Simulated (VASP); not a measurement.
An input for Ansatz (written as the equivalent of a VASP run, and not itself run):

Ansatz 0.2 input:
```yaml
crystal:
  lattice:
    - [0.0000000, 2.3500000, 2.3500000]
    - [2.3500000, 0.0000000, 2.3500000]
    - [2.3500000, 2.3500000, 0.0000000]
  atoms:
    - { symbol: Cd, position: [0.0000000, 0.0000000, 0.0000000] }
    - { symbol: O, position: [0.5000000, 0.5000000, 0.5000000] }
kpoints:
  mp_grid: { grid: [9, 9, 9] }
hamiltonian:
  xc: revpbe
  pseudopotentials: { kind: paw }
scf:
  occupations: { method: gaussian, width: 0.05 }
  max_iter: 100
output: { forces: true, stress: true, eigenvalues: true }
```

Problem. Write the VASP files for the same calculation (revPBE).

Solution. One answer among several that fit: 
### KPOINTS
```
Automatic
0
G
9 9 9
0 0 0
```

POSCAR:
```
CdO
1
    0.0000000000     2.3500000000     2.3500000000
    2.3500000000     0.0000000000     2.3500000000
    2.3500000000     2.3500000000     0.0000000000
Cd O
1 1
Direct
  0.0000000000   0.0000000000   0.0000000000
  0.5000000000   0.5000000000   0.5000000000
```

INCAR:
```
! general
SYSTEM =CdO
PREC   =Accurate
ENCUT  =520   ! plane-wave cut-off (eV)
LREAL  =.FALSE.   ! projection in real space or not
LASPH  =.TRUE.

! electronic loop
EDIFF  =1E-6   ! SCF stop (eV)
NELM   =100
ALGO   =Normal   ! blocked Davidson
LMAXMIX=4

! smearing
ISMEAR =0   ! Gaussian
SIGMA  =0.05   ! width (eV)

! functional
GGA    =RE   ! revPBE

! ions
ISIF   =2   ! forces and stress, cell fixed

! output
LWAVE  =.FALSE.
LCHARG =.FALSE.
```

POTCAR, in this order: Cd O (PBE.64 set). Program: vasp_std.

The two are equivalent in intent, not identical: each code has its own PAW files, so the cut-off isn't converted (ENCUT is set for VASP's; basis.ecutwfc is left out, and Ansatz then takes the one that its files recommend); Ansatz stops its SCF on the density residual and VASP on the energy change (EDIFF).

The compound is CdO in the rock salt structure. The cell was not relaxed at this level. The run is one of a series of settings (GGA = RE against the base run), some of them coarse on purpose.
